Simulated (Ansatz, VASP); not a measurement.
**Two plane-wave programs on Al2BC3**

```
CELL_PARAMETERS angstrom
4.14761 0.00000 0.00000
0.00000 4.14761 0.00000
0.00000 0.00000 4.18884
ATOMIC_POSITIONS crystal
Al 0.00000 0.00000 0.00000
Al 0.50000 0.50000 0.00000
B 0.00000 0.00000 0.50000
C 0.50000 0.00000 0.00000
C 0.00000 0.50000 0.00000
C 0.50000 0.50000 0.50000
```

Alike in both runs: functional PBE; k mesh 10 × 10 × 10; occupations gaussian, width 0.1 eV; no spin polarisation.

Ansatz relaxed the structure, and its values are those at the end. VASP's run is a single point on that final structure, the one shown.

|  | VASP | Ansatz |
| --- | --- | --- |
| version | VASP 6.6.1 | Ansatz 0.2.0 |
| potentials or method | VASP PAW PBE potentials, release 64 (Al, B, C) | scalar-relativistic, plane waves, PAW |
| plane-wave cutoff (eV) | 520 | 420 |
| valence electrons in the cell | 21 | 21 |

```tsv
	VASP	Ansatz	Ansatz less VASP
gap on the k mesh at the Fermi level (eV)	none	none	-
pressure (GPa)	-0.1	0.0	+0.09
```

A gap of «none» marks a metal or a gap that the smearing closes.
